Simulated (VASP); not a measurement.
Method: r2SCAN meta-GGA, VASP's PBE PAW potentials (set 64) (plane waves; VASP).

A VASP calculation is set up with these files.

File KPOINTS:
```
Regular mesh
0
G
 8 8 1
```

**POSCAR**
```
Ca(111) slab
1
    3.9404282420     0.0000000000     0.0000000000
   -1.9702141210     3.4125106292    -0.0000000000
   -0.0000000000    -0.0000000000    24.6321645580
Ca
3
Direct
  0.3333330000   0.6666670000   0.3693840000
  0.0000000000   0.0000000000   0.5000000000
  0.6666670000   0.3333330000   0.6306160000
```

**INCAR**
```
SYSTEM = Ca(111) slab
PREC = Normal; ENCUT = 400; LREAL = F
LASPH = T
EDIFF = 1E-5; NELM = 100; NELMIN = 4
ALGO = Normal; LMIXTAU = T
ISMEAR = 1; SIGMA = 0.1
METAGGA = R2SCAN
IBRION = 2; NSW = 50; ISIF = 2
EDIFFG = -0.03
LWAVE = T; LCHARG = F
DIPOL = 0.5 0.5 0.5
LDIPOL = T; IDIPOL = 3
```

POTCAR, in this order: Ca_sv (PBE.64 set). Program: vasp_std.

What VASP printed:

**OSZICAR**
```
...
DAV:  12    -0.205588749488E+02    0.12632E+01   -0.19410E-01   386   0.471E+00    0.151E-01
DAV:  13    -0.205367896957E+02    0.22085E-01   -0.97701E-03   648   0.530E-01    0.187E-01
DAV:  14    -0.205348091602E+02    0.19805E-02   -0.36898E-04   623   0.140E-01    0.185E-01
DAV:  15    -0.205406376811E+02   -0.58285E-02   -0.31019E-03   416   0.662E-01    0.185E-01
DAV:  16    -0.204702985790E+02    0.70339E-01   -0.87235E-03   410   0.112E+00    0.274E-01
DAV:  17    -0.203947238064E+02    0.75575E-01   -0.64937E-02   401   0.304E+00    0.678E-01
DAV:  18    -0.204317774926E+02   -0.37054E-01   -0.71013E-03   621   0.713E-01    0.683E-01
DAV:  19    -0.204249652584E+02    0.68122E-02   -0.26715E-04   541   0.147E-01    0.642E-01
DAV:  20    -0.204280903749E+02   -0.31251E-02   -0.13093E-04   490   0.106E-01    0.572E-01
DAV:  21    -0.204655228323E+02   -0.37432E-01   -0.41482E-03   416   0.652E-01    0.284E-01
DAV:  22    -0.205218800406E+02   -0.56357E-01   -0.16711E-02   406   0.129E+00    0.882E-02
DAV:  23    -0.205209780205E+02    0.90202E-03   -0.14098E-03   576   0.280E-01    0.843E-02
DAV:  24    -0.205211848214E+02   -0.20680E-03   -0.25681E-05   456   0.270E-02    0.850E-02
DAV:  25    -0.205281999681E+02   -0.70151E-02   -0.21051E-04   428   0.141E-01    0.767E-02
DAV:  26    -0.205306557285E+02   -0.24558E-02   -0.21085E-05   366   0.445E-02    0.765E-02
DAV:  27    -0.205206746529E+02    0.99811E-02   -0.11653E-01   380   0.365E+00    0.754E-02
DAV:  28    -0.205139970647E+02    0.66776E-02   -0.45640E-03   519   0.552E-01    0.767E-02
DAV:  29    -0.205129031808E+02    0.10939E-02   -0.91569E-05   528   0.645E-02    0.779E-02
DAV:  30    -0.205126014114E+02    0.30177E-03   -0.17854E-05   357   0.455E-02    0.781E-02
DAV:  31    -0.205153789267E+02   -0.27775E-02   -0.87326E-06   253   0.351E-02    0.763E-02
DAV:  32    -0.205195017506E+02   -0.41228E-02   -0.42732E-05   397   0.672E-02    0.709E-02
DAV:  33    -0.205203694866E+02   -0.86774E-03   -0.35448E-04   457   0.189E-01    0.786E-02
DAV:  34    -0.205207326493E+02   -0.36316E-03   -0.14984E-04   520   0.122E-01    0.801E-02
DAV:  35    -0.204850714116E+02    0.35661E-01   -0.12703E-02   380   0.135E+00    0.982E-02
DAV:  36    -0.204844721323E+02    0.59928E-03   -0.33497E-04   592   0.138E-01    0.985E-02
DAV:  37    -0.204839851613E+02    0.48697E-03   -0.40749E-06   287   0.202E-02    0.990E-02
DAV:  38    -0.204837695261E+02    0.21564E-03   -0.12529E-06   226   0.105E-02    0.991E-02
DAV:  39    -0.204836175546E+02    0.15197E-03   -0.16515E-05   248   0.496E-02    0.988E-02
DAV:  40    -0.204761910765E+02    0.74265E-02   -0.24687E-04   436   0.193E-01    0.965E-02
DAV:  41    -0.204721857316E+02    0.40053E-02   -0.13669E-04   398   0.132E-01    0.970E-02
DAV:  42    -0.204797179654E+02   -0.75322E-02   -0.51600E-04   392   0.267E-01    0.917E-02
DAV:  43    -0.204820599596E+02   -0.23420E-02   -0.73035E-05   483   0.933E-02    0.847E-02
DAV:  44    -0.204901099618E+02   -0.80500E-02   -0.39971E-04   417   0.230E-01    0.867E-02
DAV:  45    -0.204916022382E+02   -0.14923E-02   -0.25627E-04   485   0.164E-01    0.905E-02
DAV:  46    -0.204927796223E+02   -0.11774E-02   -0.63668E-05   423   0.913E-02    0.947E-02
DAV:  47    -0.204925606335E+02    0.21899E-03   -0.72712E-06   226   0.282E-02    0.957E-02
DAV:  48    -0.204829289468E+02    0.96317E-02   -0.37547E-04   392   0.241E-01    0.989E-02
DAV:  49    -0.204834403937E+02   -0.51145E-03   -0.10519E-04   452   0.962E-02    0.915E-02
DAV:  50    -0.204787223351E+02    0.47181E-02   -0.61398E-05   343   0.703E-02    0.835E-02
DAV:  51    -0.204289896849E+02    0.49733E-01   -0.20217E-02   380   0.163E+00    0.100E-01
DAV:  52    -0.204289576623E+02    0.32023E-04   -0.53628E-04   618   0.167E-01    0.110E-01
DAV:  53    -0.204293650309E+02   -0.40737E-03   -0.63006E-06   279   0.243E-02    0.110E-01
DAV:  54    -0.204317158481E+02   -0.23508E-02   -0.15527E-05   232   0.468E-02    0.112E-01
DAV:  55    -0.204343689008E+02   -0.26531E-02   -0.14435E-04   420   0.132E-01    0.124E-01
DAV:  56    -0.203859921344E+02    0.48377E-01   -0.66884E-03   380   0.924E-01    0.117E-01
DAV:  57    -0.203861951422E+02   -0.20301E-03   -0.17576E-04   520   0.892E-02    0.124E-01
DAV:  58    -0.203860830178E+02    0.11212E-03   -0.38616E-06   220   0.225E-02    0.122E-01
DAV:  59    -0.203848230246E+02    0.12600E-02   -0.58963E-06   214   0.268E-02    0.112E-01
DAV:  60    -0.203845816886E+02    0.24134E-03   -0.14855E-06   202   0.147E-02    0.110E-01
DAV:  61    -0.203383073587E+02    0.46274E-01   -0.80692E-03   383   0.920E-01    0.115E-01
DAV:  62    -0.203335988613E+02    0.47085E-02   -0.45669E-04   573   0.149E-01    0.122E-01
DAV:  63    -0.203357077837E+02   -0.21089E-02   -0.24031E-05   396   0.463E-02    0.121E-01
DAV:  64    -0.203334710718E+02    0.22367E-02   -0.38774E-05   402   0.510E-02    0.118E-01
DAV:  65    -0.203348806754E+02   -0.14096E-02   -0.11875E-05   294   0.364E-02    0.118E-01
DAV:  66    -0.203729089097E+02   -0.38028E-01   -0.63411E-03   394   0.836E-01    0.130E-01
DAV:  67    -0.203600329807E+02    0.12876E-01   -0.75517E-04   386   0.264E-01    0.117E-01
DAV:  68    -0.203599162309E+02    0.11675E-03   -0.25944E-05   472   0.266E-02    0.115E-01
DAV:  69    -0.203630347352E+02   -0.31185E-02   -0.59555E-05   379   0.682E-02    0.110E-01
DAV:  70    -0.203630613313E+02   -0.26596E-04   -0.46429E-06   215   0.172E-02    0.109E-01
DAV:  71    -0.204780946798E+02   -0.11503E+00   -0.43641E-02   380   0.235E+00    0.222E-01
DAV:  72    -0.204774351920E+02    0.65949E-03   -0.12331E-03   664   0.244E-01    0.209E-01
DAV:  73    -0.204784217158E+02   -0.98652E-03   -0.26988E-05   413   0.491E-02    0.218E-01
DAV:  74    -0.204734651137E+02    0.49566E-02   -0.19513E-04   404   0.159E-01    0.198E-01
DAV:  75    -0.204658392016E+02    0.76259E-02   -0.54606E-04   476   0.250E-01    0.178E-01
DAV:  76    -0.204554479213E+02    0.10391E-01   -0.87674E-04   504   0.289E-01    0.177E-01
DAV:  77    -0.204728236782E+02   -0.17376E-01   -0.37192E-03   392   0.650E-01    0.234E-01
DAV:  78    -0.204610186360E+02    0.11805E-01   -0.13159E-03   386   0.376E-01    0.227E-01
DAV:  79    -0.204524173273E+02    0.86013E-02   -0.45531E-04   490   0.236E-01    0.219E-01
DAV:  80    -0.204534714308E+02   -0.10541E-02   -0.22718E-05   372   0.409E-02    0.221E-01
DAV:  81    -0.204629278427E+02   -0.94564E-02   -0.28576E-04   471   0.183E-01    0.211E-01
DAV:  82    -0.204481766617E+02    0.14751E-01   -0.10587E-03   380   0.389E-01    0.195E-01
DAV:  83    -0.204593621134E+02   -0.11185E-01   -0.90051E-04   386   0.355E-01    0.192E-01
DAV:  84    -0.204590463273E+02    0.31579E-03   -0.52859E-05   477   0.455E-02    0.188E-01
DAV:  85    -0.204627561473E+02   -0.37098E-02   -0.19306E-04   509   0.151E-01    0.194E-01
DAV:  86    -0.204660006303E+02   -0.32445E-02   -0.33721E-04   424   0.196E-01    0.203E-01
DAV:  87    -0.204666052102E+02   -0.60458E-03   -0.78532E-05   475   0.770E-02    0.221E-01
DAV:  88    -0.204680388222E+02   -0.14336E-02   -0.10743E-05   215   0.374E-02    0.233E-01
DAV:  89    -0.204629508544E+02    0.50880E-02   -0.11369E-04   386   0.139E-01    0.243E-01
DAV:  90    -0.204619810727E+02    0.96978E-03   -0.25409E-05   276   0.563E-02    0.250E-01
DAV:  91    -0.204766886261E+02   -0.14708E-01   -0.23351E-03   380   0.557E-01    0.204E-01
DAV:  92    -0.204710171352E+02    0.56715E-02   -0.29688E-04   389   0.190E-01    0.209E-01
DAV:  93    -0.204703380507E+02    0.67908E-03   -0.98048E-06   218   0.340E-02    0.212E-01
DAV:  94    -0.204717351292E+02   -0.13971E-02   -0.22483E-05   388   0.325E-02    0.193E-01
DAV:  95    -0.204706026503E+02    0.11325E-02   -0.53773E-05   429   0.524E-02    0.162E-01
DAV:  96    -0.204692743230E+02    0.13283E-02   -0.13502E-04   459   0.904E-02    0.120E-01
DAV:  97    -0.204704326201E+02   -0.11583E-02   -0.14220E-05   344   0.447E-02    0.118E-01
DAV:  98    -0.204706924834E+02   -0.25986E-03   -0.37212E-06   199   0.239E-02    0.117E-01
DAV:  99    -0.204702606653E+02    0.43182E-03   -0.11826E-06   190   0.100E-02    0.118E-01
DAV: 100    -0.204716181091E+02   -0.13574E-02   -0.31241E-06   190   0.208E-02
   1 F= -.20471618E+02 E0= -.20472034E+02  d E =-.204716E+02
```

### OUTCAR
```
------------------------ aborting loop EDIFF was not reached (unconverged)  ----------------------------
  FORCE on cell =-STRESS in cart. coord.  units (eV):
  Direction    XX          YY          ZZ          XY          YZ          ZX
  --------------------------------------------------------------------------------------
  Total        1.2287474      1.2287472      0.5174546      0.0000000     -0.0000000      0.0000000
  in kB        5.9436494      5.9436483      2.5030113      0.0000000     -0.0000000      0.0000000
  external PRESSURE =       4.7967697 kB  Pullay stress =       0.0000000 kB
  volume of cell :      331.22
      direct lattice vectors                 reciprocal lattice vectors
     3.940428242  0.000000000  0.000000000     0.253779523  0.146519690  0.000000000
    -1.970214121  3.412510629  0.000000000     0.000000000  0.293039380  0.000000000
     0.000000000  0.000000000 24.632164558     0.000000000  0.000000000  0.040597325
 POSITION                                       TOTAL-FORCE (eV/Angst)
 -----------------------------------------------------------------------------------
     -0.00000      2.27501      9.09873        -0.000000     -0.000000      0.025288
      0.00000      0.00000     12.31608        -0.000000      0.000000      0.000000
      1.97022      1.13750     15.53344         0.000000      0.000000     -0.025288
 -----------------------------------------------------------------------------------
    total drift:                                0.000000     -0.000000      0.000000
  FREE ENERGIE OF THE ION-ELECTRON SYSTEM (eV)
  ---------------------------------------------------
  free  energy   TOTEN  =       -20.4716181091 eV

  energy  without entropy=      -20.4728671608  energy(sigma->0) =      -20.47203446

 reached required accuracy - stopping structural energy minimisation
```
(Selected blocks of OUTCAR.)

File stdout:
```
...
DAV:  86    -0.204660006303E+02   -0.32445E-02   -0.33721E-04   424   0.196E-01    0.203E-01
DAV:  87    -0.204666052102E+02   -0.60458E-03   -0.78532E-05   475   0.770E-02    0.221E-01
DAV:  88    -0.204680388222E+02   -0.14336E-02   -0.10743E-05   215   0.374E-02    0.233E-01
DAV:  89    -0.204629508544E+02    0.50880E-02   -0.11369E-04   386   0.139E-01    0.243E-01
DAV:  90    -0.204619810727E+02    0.96978E-03   -0.25409E-05   276   0.563E-02    0.250E-01
DAV:  91    -0.204766886261E+02   -0.14708E-01   -0.23351E-03   380   0.557E-01    0.204E-01
DAV:  92    -0.204710171352E+02    0.56715E-02   -0.29688E-04   389   0.190E-01    0.209E-01
DAV:  93    -0.204703380507E+02    0.67908E-03   -0.98048E-06   218   0.340E-02    0.212E-01
DAV:  94    -0.204717351292E+02   -0.13971E-02   -0.22483E-05   388   0.325E-02    0.193E-01
DAV:  95    -0.204706026503E+02    0.11325E-02   -0.53773E-05   429   0.524E-02    0.162E-01
DAV:  96    -0.204692743230E+02    0.13283E-02   -0.13502E-04   459   0.904E-02    0.120E-01
DAV:  97    -0.204704326201E+02   -0.11583E-02   -0.14220E-05   344   0.447E-02    0.118E-01
DAV:  98    -0.204706924834E+02   -0.25986E-03   -0.37212E-06   199   0.239E-02    0.117E-01
DAV:  99    -0.204702606653E+02    0.43182E-03   -0.11826E-06   190   0.100E-02    0.118E-01
DAV: 100    -0.204716181091E+02   -0.13574E-02   -0.31241E-06   190   0.208E-02

 -----------------------------------------------------------------------------
|                                                                             |
|           W    W    AA    RRRRR   N    N  II  N    N   GGGG   !!!           |
|           W    W   A  A   R    R  NN   N  II  NN   N  G    G  !!!           |
|           W    W  A    A  R    R  N N  N  II  N N  N  G       !!!           |
|           W WW W  AAAAAA  RRRRR   N  N N  II  N  N N  G  GGG   !            |
|           WW  WW  A    A  R   R   N   NN  II  N   NN  G    G                |
|           W    W  A    A  R    R  N    N  II  N    N   GGGG   !!!           |
|                                                                             |
|     The electronic self-consistency was not achieved in the given           |
|     number of steps (NELM). The forces and other quantities evaluated       |
|     might not be reliable so examine the results carefully. If you find     |
|     spurious results, we suggest increasing NELM, if you were close to      |
|     convergence or switching to a different ALGO or adjusting the           |
|     density mixing parameters otherwise.                                    |
|                                                                             |
 -----------------------------------------------------------------------------

   1 F= -.20471618E+02 E0= -.20472034E+02  d E =-.204716E+02
 curvature:   0.00 expect dE= 0.000E+00 dE for cont linesearch  0.000E+00
 trial: gam= 0.00000 g(F)=  0.617E-04 g(S)=  0.000E+00 ort = 0.000E+00 (trialstep = 0.100E+01)
 search vector abs. value=  0.617E-04
 reached required accuracy - stopping structural energy minimisation
 writing wavefunctions
```

The run did not converge; its last values are not results.

The run did not end as a converged relaxation.

The cell is a thin slab with vacuum, built from Ca (fcc): (111) face.
